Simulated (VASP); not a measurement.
# BCNF₂: harmonic vibrations of a molecule

BCNF₂, molecule in box, 5 atoms in the cell. PBE, harmonic vibrations; PAW potentials N, C, B, F (PBE set).

## Input

INCAR.step1:
```
SYSTEM = BCNF2
ALGO = Normal ; EDIFF = 1E-8
EDIFFG = -0.002 ; ENCUT = 400
IBRION = 2 ; ISIF = 2
ISMEAR = 0 ; ISYM = 0
LASPH = .TRUE. ; LCHARG = .FALSE.
LREAL = .FALSE. ; LWAVE = .FALSE.
NELM = 100 ; NSW = 60
POTIM = 0.5 ; PREC = Accurate
SIGMA = 0.01
```

INCAR.step2, as INCAR.step1 but for:
```
- EDIFFG = -0.002
- IBRION = 2
- ISIF = 2
- NSW = 60
- POTIM = 0.5
+ IBRION = 5
+ NFREE = 2
+ NSW = 1
+ POTIM = 0.015
```

KPOINTS:
```
k-points
0
Gamma
  1 1 1
```

POSCAR.step1:
```
BCNF2
1.0
   12.0000000000      0.0000000000      0.0000000000
    0.0000000000     13.0000000000      0.0000000000
    0.0000000000      0.0000000000     11.0000000000
N C B F
1 1 1 2
Direct
    0.4108208300      0.6196000000      0.5823136400
    0.4437958300      0.5438384600      0.5421590900
    0.4880791700      0.4421307700      0.4882409100
    0.5913458300      0.4147923100      0.5071136400
    0.4221875000      0.3836307700      0.4238681800
```

Commands (each step's output is kept before the next begins):
```
cat potpaw_PBE.64/N/POTCAR potpaw_PBE.64/C/POTCAR potpaw_PBE.64/B/POTCAR potpaw_PBE.64/F/POTCAR > POTCAR
cp INCAR.step1 INCAR
cp POSCAR.step1 POSCAR
mpirun -np 4 vasp_gam > vasp.out
cp CONTCAR POSCAR
cp INCAR.step2 INCAR
mpirun -np 4 vasp_gam > vasp.out
```

## Result

- Vibrations (cm⁻¹; a negative value is imaginary): 2280, 1388, 1253, 705, 640, 498, 419, 227, 166
- Zero-point energy (eV): 0.470
- Translations and rotations, which should read zero (cm⁻¹): -13, -9, -4, 15, 26, 32
- Vibrational entropy at 298 K (meV/K): 0.289
- Displaced cells: 30
- Ionic steps, all stages: 51
- Electronic steps, all stages: 919

VASP 6.6.1 took 1514 s on 4 cores (Intel Xeon Platinum 8259CL @ 2.50GHz (Skylake/Cascade Lake)), a shared host.
